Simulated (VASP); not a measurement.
Tc (hcp) relaxed at rising pressure, in one space group throughout; other phases were not tried. The pressures are those reached. All values below come from PBE GGA, VASP's PBE PAW potentials (set 64) (plane waves; VASP).

```json
[
 {"P (GPa)": "0.01", "V (Å³/atom)": "14.393", "k-mesh": "15×15×8"},
 {"P (GPa)": "4.86", "V (Å³/atom)": "14.171", "k-mesh": "15×15×8"},
 {"P (GPa)": "10.11", "V (Å³/atom)": "13.954", "k-mesh": "15×15×9"},
 {"P (GPa)": "20.06", "V (Å³/atom)": "13.579", "k-mesh": "15×15×9"},
 {"P (GPa)": "30.03", "V (Å³/atom)": "13.258", "k-mesh": "16×16×9"}
]
```

A change of mesh leaves a small step in the series.

Q: Fit an equation of state and predict the volume at 45.01 GPa.

A: Least squares on the third-order Birch-Murnaghan form, P = (3B0/2)(y⁷ − y⁵)[1 + (3/4)(B′ − 4)(y² − 1)] with y = (V0/V)^(1/3), gives V0 = 14.394 Å³/atom, B0 = 301 GPa and B′ = 4.7, and so 12.839 Å³/atom. The run gave 12.828 Å³/atom, -0.1 % from the fit.

Pressures at which the relaxation failed are left out.

The compound is Tc in the hcp structure.
